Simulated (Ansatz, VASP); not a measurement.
## BeSi2: VASP beside Ansatz

One calculation is typed for both programs; each brings its own data sets. How far apart do they land? The cell is generated by rule, not measured, and may not be a known phase. The cell is taken from a series of runs on this material, whose earlier steps may have relaxed, scaled, displaced or heated it; both programs get it as it stands.

Method: plane waves, with VASP 6.6.1 beside it; zone-centre phonons at PBEsol, in Ansatz 0.2.0.

The structure was built from a prototype and need not be the compound's stable phase.

## Step 1: Set-up

It takes space group P-3m1 (No. 164, trigonal). The conventional cell has a = 2.782 Å, b = 2.782 Å, c = 5.533 Å, α = 90.00°, β = 90.00°, γ = 120.00°. Nearest to Be lie 6 Si at 2.38 Å. Si has 3 Be at 2.38 Å and 3 Si at 2.57 Å nearest. Farther neighbours are not listed.

As a file:

```xyz
3
Lattice="2.7820 0.0000 0.0000 -1.3910 2.4093 0.0000 0.0000 0.0000 5.5325" Properties=species:S:1:pos:R:3 pbc="T T T"
Be    0.0000    0.0000    0.0000
Si    0.0000    1.6062    1.7621
Si    1.3910    0.8031    3.7704
```

## Step 2: VASP: zone-centre phonons, PBEsol

Second derivatives magnify differences that forces hide, and they need a tight electronic threshold.

Lines of VASP's logs that name or quote its potential files are left out, and so is its time.

INCAR

```
SYSTEM = BeSi2
PREC = Accurate
ENCUT = 600
EDIFF = 1E-08
NELM = 120
ISMEAR = 1
SIGMA = 0.15
LREAL = .FALSE.
ALGO = Normal
GGA = PS
NBANDS = 11
LORBIT = 11
LWAVE = .FALSE.
LCHARG = .FALSE.
ISIF = 2
IBRION = 8
LASPH = .TRUE.
GGA_COMPAT = .FALSE.
KPAR = 2
```

POSCAR

```
BeSi2
1.0
    2.7820321755      0.0000000000      0.0000000000
   -1.3910160877      2.4093105381      0.0000000000
    0.0000000000      0.0000000000      5.5325386777
Be Si
1 2
Direct
    0.0000000000      0.0000000000      0.0000000000
    0.3333333333      0.6666666667      0.3184987978
    0.6666666667      0.3333333333      0.6815012022
```

KPOINTS

```
Automatic mesh
0
Gamma
15 15 8
0 0 0
```

Potentials, in the order of the species: Be and Si (PBE family, release 64).

Launch:

```
$ mpirun -np 2 vasp_std
```

Numbers of over 12 decimals in the logs are rounded to 6 here.

The log of the run:

```text
[banner, memory and clock lines left out]
running    2 mpi-ranks, on    1 nodes
 distrk:  each k-point on    1 cores,    2 groups
 distr:  one band on    1 cores,    1 groups

 POSCAR found type information on POSCAR BeSi
 POSCAR found :  2 types and       3 ions
|                                                                             |
|               ----> ADVICE to this user running VASP <----                  |
|                                                                             |
|     You enforced a specific xc type in the INCAR file but a different       |
|     [... a line on the potential file left out ...]
|     I HOPE YOU KNOW WHAT YOU ARE DOING!                                     |
|                                                                             |

 LDA part: xc-table for (Slater+PW92), standard interpolation
 POSCAR, INCAR and KPOINTS ok, starting setup
 FFT: planning ... GRIDC
 FFT: planning ... GRID_SOFT
 FFT: planning ... GRID
 WAVECAR not read
 entering main loop
       N       E                     dE             d eps       ncg     rms          rms(c)
DAV:   1     0.105230277942E+02    0.10523E+02   -0.48360E+03  4224   0.869E+02
DAV:   2    -0.135156778429E+02   -0.24039E+02   -0.22755E+02  5595   0.117E+02
DAV:   3    -0.144205883461E+02   -0.90491E+00   -0.88266E+00  5882   0.191E+01
DAV:   4    -0.144282240271E+02   -0.76357E-02   -0.76293E-02  5428   0.203E+00
DAV:   5    -0.144283025709E+02   -0.78544E-04   -0.78538E-04  5591   0.185E-01    0.471E+00
DAV:   6    -0.143451956591E+02    0.83107E-01   -0.15992E-01  4927   0.195E+00    0.272E+00
DAV:   7    -0.143220275650E+02    0.23168E-01   -0.33034E-02  5416   0.105E+00    0.543E-01
DAV:   8    -0.143199462823E+02    0.20813E-02   -0.13722E-03  5498   0.224E-01    0.159E-01
DAV:   9    -0.143197079667E+02    0.23832E-03   -0.19675E-04  5399   0.801E-02    0.218E-02
DAV:  10    -0.143197064182E+02    0.15486E-05   -0.79642E-06  5299   0.202E-02    0.970E-03
DAV:  11    -0.143197053883E+02    0.10299E-05   -0.21949E-06  5434   0.748E-03    0.163E-03
DAV:  12    -0.143197053302E+02    0.58045E-07   -0.96941E-08  5403   0.219E-03    0.693E-04
DAV:  13    -0.143197053133E+02    0.16949E-07   -0.17648E-09  3319   0.296E-04    0.159E-04
DAV:  14    -0.143197053095E+02    0.37656E-08   -0.28796E-10  2967   0.139E-04
   1 F= -.14319705E+02 E0= -.14319829E+02  d E =0.369877E-03
 Linear response reoptimize wavefunctions to high precision
DAV:   1    -0.143197053080E+02    0.15266E-08   -0.48041E-11  3406   0.648E-05
DAV:   2    -0.143197053080E+02   -0.13415E-10   -0.68025E-12  2898   0.278E-05
 Linear response DOF=           4
 Linear response progress:
  Degree of freedom:   1/  4
       N       E                     dE             d eps       ncg     rms          rms(c)
RMM:   1    -0.662108483581E-02   -0.66211E-02   -0.30068E-03 22092   0.349E-01
RMM:   2    -0.646769068367E-02    0.15339E-03   -0.96486E-05 17483   0.550E-02    0.508E-02
RMM:   3    -0.646596000309E-02    0.17307E-05   -0.23443E-05 17943   0.256E-02    0.276E-02
RMM:   4    -0.655429244491E-02   -0.88332E-04   -0.29911E-05 17600   0.280E-02    0.231E-03
RMM:   5    -0.655378046030E-02    0.51198E-06   -0.31301E-07 18702   0.456E-03    0.332E-04
RMM:   6    -0.655431707371E-02   -0.53661E-06   -0.98806E-09 18612   0.633E-04    0.162E-04
RMM:   7    -0.655381845377E-02    0.49862E-06    0.53798E-10 19077   0.161E-04    0.346E-05
RMM:   8    -0.655391888709E-02   -0.10043E-06    0.15067E-09 19356   0.547E-05    0.404E-06
RMM:   9    -0.655391066771E-02    0.82194E-08    0.26321E-09 19715   0.200E-05    0.108E-06
 first order change of Fermi-energy  -0.26604E-05
 force on displaced ion       1 direction 1 :  -2.544   0.000   0.000
 Linear response progress:
  Degree of freedom:   2/  4
       N       E                     dE             d eps       ncg     rms          rms(c)
RMM:   1    -0.148371655280E-01   -0.14837E-01    0.50673E-02 10834   0.787E-01
RMM:   2    -0.137632800655E-01    0.10739E-02   -0.71421E-04  6741   0.180E-01    0.999E-02
RMM:   3    -0.132426713113E-01    0.52061E-03   -0.73553E-04  6816   0.938E-02    0.379E-02
RMM:   4    -0.132557647821E-01   -0.13093E-04   -0.27314E-05  6978   0.274E-02    0.193E-02
RMM:   5    -0.133057755515E-01   -0.50011E-04   -0.15024E-05  6998   0.182E-02    0.276E-03
RMM:   6    -0.133078002434E-01   -0.20247E-05   -0.29105E-07  7350   0.347E-03    0.808E-04
RMM:   7    -0.133077915588E-01    0.86846E-08   -0.21733E-08  7216   0.564E-04    0.367E-04
 first order change of Fermi-energy  -0.15339E-03
 force on displaced ion       1 direction 3 :  -0.000  -0.000  -7.054
 Linear response progress:
  Degree of freedom:   3/  4
       N       E                     dE             d eps       ncg     rms          rms(c)
RMM:   1    -0.978542841845E-02   -0.97854E-02   -0.60005E-03 38091   0.506E-01
RMM:   2    -0.934476406709E-02    0.44066E-03   -0.16377E-04 31893   0.892E-02    0.440E-02
RMM:   3    -0.933067631210E-02    0.14088E-04   -0.83677E-06 33820   0.187E-02    0.259E-02
RMM:   4    -0.936230449623E-02   -0.31628E-04   -0.87431E-06 33146   0.170E-02    0.235E-03
RMM:   5    -0.935379234585E-02    0.85122E-05   -0.14137E-07 34952   0.298E-03    0.385E-04
RMM:   6    -0.935372774479E-02    0.64601E-07   -0.36206E-09 34704   0.452E-04    0.203E-04
RMM:   7    -0.935382420092E-02   -0.96456E-07    0.18075E-08 35662   0.121E-04    0.226E-05
RMM:   8    -0.935389897561E-02   -0.74775E-07   -0.35648E-10 36055   0.396E-05    0.864E-06
RMM:   9    -0.935386273829E-02    0.36237E-07    0.42108E-09 36868   0.224E-05    0.665E-07
RMM:  10    -0.935386209146E-02    0.64683E-09   -0.79677E-10 31811   0.179E-05    0.321E-07
 first order change of Fermi-energy   0.59005E-06
 force on displaced ion       2 direction 1 :  -1.765   0.000  -0.000
 Linear response progress:
  Degree of freedom:   4/  4
       N       E                     dE             d eps       ncg     rms          rms(c)
RMM:   1    -0.353491946875E-01   -0.35349E-01    0.89302E-02  9860   0.117E+00
RMM:   2    -0.336876114487E-01    0.16616E-02   -0.10757E-03  6744   0.240E-01    0.102E-01
RMM:   3    -0.335121736380E-01    0.17544E-03   -0.68544E-04  6699   0.894E-02    0.430E-02
RMM:   4    -0.335276327571E-01   -0.15459E-04   -0.16271E-05  7185   0.227E-02    0.232E-02
RMM:   5    -0.335572831581E-01   -0.29650E-04   -0.43145E-06  7110   0.122E-02    0.411E-03
RMM:   6    -0.335658284064E-01   -0.85452E-05   -0.24209E-07  7491   0.320E-03    0.177E-03
RMM:   7    -0.335659198429E-01   -0.91437E-07   -0.66426E-08  7315   0.809E-04    0.325E-04
RMM:   8    -0.335658073078E-01    0.11254E-06   -0.10872E-08  7542   0.208E-04    0.104E-04
RMM:   9    -0.335661448129E-01   -0.33751E-06   -0.29833E-09  7555   0.832E-05    0.120E-05
RMM:  10    -0.335661279906E-01    0.16822E-07   -0.69560E-09  7833   0.362E-05    0.418E-06
RMM:  11    -0.335661170959E-01    0.10895E-07   -0.92680E-09  7888   0.279E-05    0.775E-07
RMM:  12    -0.335661181352E-01   -0.10393E-08   -0.10453E-08  6441   0.254E-05    0.370E-07
 first order change of Fermi-energy   0.60670E+00
 force on displaced ion       2 direction 3 :  -0.000  -0.000  -8.781
 Linear response finished
```

Parts of OUTCAR (step 2):

```text
ion  position               nearest neighbor table
   1  0.000  0.000  0.000-   2 2.38   3 2.38   2 2.38   3 2.38   3 2.38   2 2.38
   2  0.333  0.667  0.318-   1 2.38   1 2.38   1 2.38   3 2.57   3 2.57   3 2.57
   3  0.667  0.333  0.682-   1 2.38   1 2.38   1 2.38   2 2.57   2 2.57   2 2.57

  LATTYP: Found a hexagonal cell.
 ALAT       =     2.7820321755
 C/A-ratio  =     1.9886681133

 Subroutine GETGRP returns: Found 12 space group operations
 (whereof 12 operations were pure point group operations)

The static configuration has the point symmetry D_3d.

 Found    192 irreducible k-points:

   k-points           NKPTS =    192   k-points in BZ     NKDIM =    192   number of bands    NBANDS=     11

   dimension x,y,z NGX =    24 NGY =   24 NGZ =   48
   dimension x,y,z NGXF=    48 NGYF=   48 NGZF=   96

   ENCUT  =  600.0 eV  44.10 Ry    6.64 a.u.   5.56  5.56 11.05*2*pi/ulx,y,z

   NELECT =      10.0000    total number of electrons

 k-points in reciprocal lattice and weights: Automatic mesh
   0.00000000  0.00000000  0.00000000       0.001
   0.06666667 -0.00000000  0.00000000       0.003
   0.13333333 -0.00000000  0.00000000       0.003
   0.20000000 -0.00000000  0.00000000       0.003
   0.26666667 -0.00000000  0.00000000       0.003
   0.33333333 -0.00000000  0.00000000       0.003
   0.40000000 -0.00000000  0.00000000       0.003
   0.46666667 -0.00000000  0.00000000       0.003
   0.06666667  0.06666667  0.00000000       0.003
[...]
0.33333333  0.26666667  0.50000000       0.007
   0.33333333  0.33333333  0.50000000       0.001

 average (electrostatic) potential at core
       1 -30.9335       2 -80.2110       3 -80.2110

  Total        0.0337620      0.0337620      0.0544894      0.0000000     -0.0000000      0.0000000
  in kB        1.4586772      1.4586772      2.3541987      0.0000000     -0.0000000      0.0000000
  external PRESSURE =       1.7571844 kB  Pullay stress =       0.0000000 kB

  energy-cutoff  :      600.00
  volume of cell :       37.08
      direct lattice vectors                 reciprocal lattice vectors
     2.782032175  0.000000000  0.000000000     0.359449473  0.207528250  0.000000000
    -1.391016088  2.409310538  0.000000000     0.000000000  0.415056500  0.000000000
     0.000000000  0.000000000  5.532538678     0.000000000  0.000000000  0.180748849

 POSITION                                       TOTAL-FORCE (eV/Angst)
 -----------------------------------------------------------------------------------
      0.00000      0.00000      0.00000         0.000000      0.000000      0.000000
     -0.00000      1.60621      1.76211        -0.000000      0.000000      0.004718
      1.39102      0.80310      3.77043         0.000000     -0.000000     -0.004718
 -----------------------------------------------------------------------------------
    total drift:                                0.000000     -0.000000     -0.000000

 Eigenvectors and eigenvalues of the dynamical matrix
 ----------------------------------------------------

   1 f  =   14.894774 THz    93.586627 2PiTHz  496.836189 cm-1    61.599809 meV
             X         Y         Z           dx          dy          dz
      0.000000  0.000000  0.000000     0.000000   -0.000000   -0.928562
     -0.000000  1.606207  1.762107     0.000000   -0.000000    0.262462
      1.391016  0.803104  3.770432    -0.000000    0.000000    0.262462

   2 f  =   11.057428 THz    69.475870 2PiTHz  368.836099 cm-1    45.729828 meV
             X         Y         Z           dx          dy          dz
      0.000000  0.000000  0.000000     0.000000   -0.000000    0.000000
     -0.000000  1.606207  1.762107     0.000000    0.000000    0.707107
      1.391016  0.803104  3.770432    -0.000000   -0.000000   -0.707107

   3 f  =    8.947409 THz    56.218227 2PiTHz  298.453429 cm-1    37.003492 meV
             X         Y         Z           dx          dy          dz
      0.000000  0.000000  0.000000     0.803283    0.465227    0.000000
     -0.000000  1.606207  1.762107    -0.227555   -0.131790    0.000000
      1.391016  0.803104  3.770432    -0.227555   -0.131790    0.000000

   4 f  =    8.947409 THz    56.218227 2PiTHz  298.453429 cm-1    37.003492 meV
             X         Y         Z           dx          dy          dz
      0.000000  0.000000  0.000000    -0.465227    0.803283    0.000000
     -0.000000  1.606207  1.762107     0.131790   -0.227555    0.000000
      1.391016  0.803104  3.770432     0.131790   -0.227555   -0.000000

   5 f  =    4.431955 THz    27.846795 2PiTHz  147.834107 cm-1    18.329085 meV
             X         Y         Z           dx          dy          dz
      0.000000  0.000000  0.000000    -0.000000   -0.000000    0.000000
     -0.000000  1.606207  1.762107     0.611894    0.354381    0.000000
      1.391016  0.803104  3.770432    -0.611894   -0.354381    0.000000

   6 f  =    4.431955 THz    27.846795 2PiTHz  147.834107 cm-1    18.329085 meV
             X         Y         Z           dx          dy          dz
      0.000000  0.000000  0.000000     0.000000   -0.000000   -0.000000
     -0.000000  1.606207  1.762107     0.354381   -0.611894   -0.000000
      1.391016  0.803104  3.770432    -0.354381    0.611894    0.000000

   7 f/i=    0.000362 THz     0.002276 2PiTHz    0.012081 cm-1     0.001498 meV
             X         Y         Z           dx          dy          dz
      0.000000  0.000000  0.000000    -0.312046   -0.202305    0.000000
     -0.000000  1.606207  1.762107    -0.550770   -0.357075    0.000000
      1.391016  0.803104  3.770432    -0.550770   -0.357075    0.000000

   8 f/i=    0.000362 THz     0.002276 2PiTHz    0.012081 cm-1     0.001498 meV
             X         Y         Z           dx          dy          dz
      0.000000  0.000000  0.000000    -0.202305    0.312046    0.000000
     -0.000000  1.606207  1.762107    -0.357075    0.550770    0.000000
      1.391016  0.803104  3.770432    -0.357075    0.550770    0.000000

   9 f/i=    0.010793 THz     0.067814 2PiTHz    0.360012 cm-1     0.044636 meV
             X         Y         Z           dx          dy          dz
      0.000000  0.000000  0.000000    -0.000000   -0.000000   -0.371177
     -0.000000  1.606207  1.762107    -0.000000   -0.000000   -0.656593
      1.391016  0.803104  3.770432    -0.000000   -0.000000   -0.656593

 ELASTIC MODULI CONTR FROM IONIC RELAXATION (kBar)
 Direction    XX          YY          ZZ          XY          YZ          ZX
 --------------------------------------------------------------------------------
 XX          -4.8694     -2.0749     11.4738     -0.0000     -9.7638     -0.0000
 YY          -2.0749     -4.8694     11.4738     -0.0000      9.7638      0.0000
 ZZ          11.4738     11.4738    -37.9155      0.0000      0.0000     -0.0000
 XY          -0.0000     -0.0000      0.0000     -1.3973      0.0000     -7.5380
 YZ          -9.7638      9.7638      0.0000      0.0000    -68.2264     -0.0000
 ZX          -0.0000      0.0000     -0.0000     -7.5380     -0.0000    -40.6661
 --------------------------------------------------------------------------------
```

(Part 1 of 2 ends here.)

[Lines on the potential files, build, host, timing and source positions are cut from VASP's logs without a mark.]

[Logs are printed without paths, hosts, clocks, repeated set-up lines and the standing remarks that a program may print on its own settings, such as how far it seeks lower states.]

[Hosts, paths, dates, database ids (printed as entryN), source tags and the programs' standing remarks are cut or masked in the printed files.]
